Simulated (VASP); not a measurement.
Here is the system:

```yaml
crystal:
  lattice:
    - [-1.60633, 1.60633, 3.90270]
    - [1.60633, -1.60633, 3.90270]
    - [1.60633, 1.60633, -3.90270]
  atoms:
    - { symbol: Si, position: [0.66532, 0.66532, 0.00000] }
    - { symbol: Si, position: [0.33468, 0.33468, 0.00000] }
    - { symbol: W, position: [0.00000, 0.00000, 0.00000] }
```

Computed with r2SCAN meta-GGA, VASP's PBE PAW potentials (set 64) (plane waves; VASP 6.6.1). Numerical set-up: 400 eV cut-off, 15×15×15 Γ-centred mesh, tetrahedra with Blöchl corrections, potentials Si W_sv.

Unless said otherwise, spin-orbit coupling is left out, though it shifts the bands of the heavy elements here.

Q: What does the run give for the energy per atom (σ→0), band gap (over mesh and band path) with the smallest direct gap where there is one?

A: 
```json
{
 "band gap (over mesh and band path)": "none (metal, semimetal or under 0.01 eV)",
 "energy per atom (σ→0)": "-23.272 eV/atom"
}
```

Only differences to runs with the same potentials and settings are physical.

The compound is WSi2 in the MoSi2 type structure. It was relaxed first.
